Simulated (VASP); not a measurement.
These are PW91 GGA, VASP's PBE PAW potentials (set 64) (plane waves; VASP 6.6.1) values and carry that method's errors.

VASP input:

INCAR:
```
! general
SYSTEM   =  CsPbCl3
PREC     =  Accurate
ENCUT    =  520   ! plane-wave cut-off (eV)
LREAL    =  .False.
LASPH    =  .True.

! electronic loop
EDIFF    =  1E-7   ! SCF stop (eV)
NELM     =  100   ! most electronic steps
ALGO     =  Normal
LMAXMIX  =  4   ! l cut-off of mixed one-centre charges

! smearing
ISMEAR   =  0
SIGMA    =  0.05

! functional
GGA      =  91   ! PW91

! ions
ISIF     =  2   ! forces and stress, cell fixed

! output
LWAVE    =  .False.
LCHARG   =  .False.
```

### KPOINTS
```
Automatic mesh
0
Gamma
4 4 4
0 0 0
```

POSCAR:
```
CsPbCl3
1
    5.6148440081     0.0000000000     0.0000000000
    0.0000000000     5.6148440081     0.0000000000
    0.0000000000     0.0000000000     5.6148440081
Cs Pb Cl
1 1 3
Direct
  0.0000000000   0.0000000000   0.0000000000
  0.5000000000   0.5000000000   0.5000000000
  0.5000000000   0.0000000000   0.5000000000
  0.0000000000   0.5000000000   0.5000000000
  0.5000000000   0.5000000000   0.0000000000
```

POTCAR, in this order: Cs_sv Pb_d Cl (PBE.64 set). Program: vasp_std.

The run wrote:

**OSZICAR**
```
       N       E                     dE             d eps       ncg     rms          rms(c)
DAV:   1     0.419022933032E+03    0.41902E+03   -0.19517E+04   520   0.154E+03
DAV:   2     0.305371394112E+02   -0.38849E+03   -0.37969E+03   654   0.348E+02
DAV:   3    -0.166239175088E+02   -0.47161E+02   -0.46936E+02   616   0.131E+02
DAV:   4    -0.185068673749E+02   -0.18829E+01   -0.18789E+01   724   0.332E+01
DAV:   5    -0.185383794406E+02   -0.31512E-01   -0.31494E-01   682   0.360E+00    0.527E+00
DAV:   6    -0.176524241880E+02    0.88596E+00   -0.19667E+00   746   0.152E+01    0.339E+00
DAV:   7    -0.176114712681E+02    0.40953E-01   -0.68666E-01   792   0.562E+00    0.185E+00
DAV:   8    -0.176269519955E+02   -0.15481E-01   -0.92934E-02   764   0.266E+00    0.292E-01
DAV:   9    -0.176252339405E+02    0.17181E-02   -0.24294E-02   752   0.135E+00    0.130E-01
DAV:  10    -0.176258687018E+02   -0.63476E-03   -0.26736E-03   682   0.389E-01    0.344E-02
DAV:  11    -0.176259369068E+02   -0.68205E-04   -0.17550E-04   680   0.975E-02    0.141E-02
DAV:  12    -0.176259423371E+02   -0.54303E-05   -0.33618E-05   656   0.735E-02    0.978E-03
DAV:  13    -0.176259411622E+02    0.11749E-05   -0.48822E-06   686   0.124E-02    0.298E-03
DAV:  14    -0.176259412557E+02   -0.93529E-07   -0.76463E-07   588   0.979E-03
   1 F= -.17625941E+02 E0= -.17625941E+02  d E =-.114452E-14
```

OUTCAR:
```
------------------------ aborting loop because EDIFF is reached ----------------------------------------
  FORCE on cell =-STRESS in cart. coord.  units (eV):
  Direction    XX          YY          ZZ          XY          YZ          ZX
  --------------------------------------------------------------------------------------
  Total        1.7714881      1.7714881      1.7714881     -0.0000000      0.0000000     -0.0000000
  in kB       16.0337731     16.0337731     16.0337731     -0.0000000      0.0000000     -0.0000000
  external PRESSURE =      16.0337731 kB  Pullay stress =       0.0000000 kB
  volume of cell :      177.02
      direct lattice vectors                 reciprocal lattice vectors
     5.614844008  0.000000000  0.000000000     0.178099338  0.000000000  0.000000000
     0.000000000  5.614844008  0.000000000     0.000000000  0.178099338  0.000000000
     0.000000000  0.000000000  5.614844008     0.000000000  0.000000000  0.178099338
 POSITION                                       TOTAL-FORCE (eV/Angst)
 -----------------------------------------------------------------------------------
      0.00000      0.00000      0.00000         0.000000      0.000000      0.000000
      2.80742      2.80742      2.80742         0.000000      0.000000      0.000000
      2.80742      0.00000      2.80742         0.000000      0.000000      0.000000
      0.00000      2.80742      2.80742         0.000000      0.000000      0.000000
      2.80742      2.80742      0.00000         0.000000      0.000000      0.000000
 -----------------------------------------------------------------------------------
    total drift:                                0.000000     -0.000000     -0.000000
  FREE ENERGIE OF THE ION-ELECTRON SYSTEM (eV)
  ---------------------------------------------------
  free  energy   TOTEN  =       -17.6259412557 eV

  energy  without entropy=      -17.6259412557  energy(sigma->0) =      -17.62594126
```
(Selected blocks of OUTCAR.)

The compound is CsPbCl3 in the cubic perovskite structure, the ideal cubic form; the compound distorts at low or room temperature. This cell is one point of a volume scan, at 0.94 of the reference volume.
